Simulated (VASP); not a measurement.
Data:

```yaml
crystal:
  lattice:
    - [1.65040, -2.85858, 0.00000]
    - [1.65040, 2.85858, 0.00000]
    - [0.00000, 0.00000, 13.07510]
  atoms:
    - { symbol: W, position: [0.33333, 0.66667, 0.25000] }
    - { symbol: W, position: [0.66667, 0.33333, 0.75000] }
    - { symbol: Se, position: [0.33333, 0.66667, 0.87910] }
    - { symbol: Se, position: [0.66667, 0.33333, 0.37910] }
    - { symbol: Se, position: [0.66667, 0.33333, 0.12090] }
    - { symbol: Se, position: [0.33333, 0.66667, 0.62090] }
```

Method: optB86b-vdW, VASP's PBE PAW potentials (set 64) (plane waves; VASP). Run with 520 eV cut-off, 9×9×2 Γ-centred mesh, tetrahedra with Blöchl corrections, potentials W_sv Se.

### Question
What does the run give for the energy per atom (σ→0)?

### Answer

```json
{
  "energy per atom (σ→0)": "-5.229 eV/atom"
}
```

Only differences to runs with the same potentials and settings are physical.

The compound is WSe2 in the 2H layered structure. It was relaxed first.
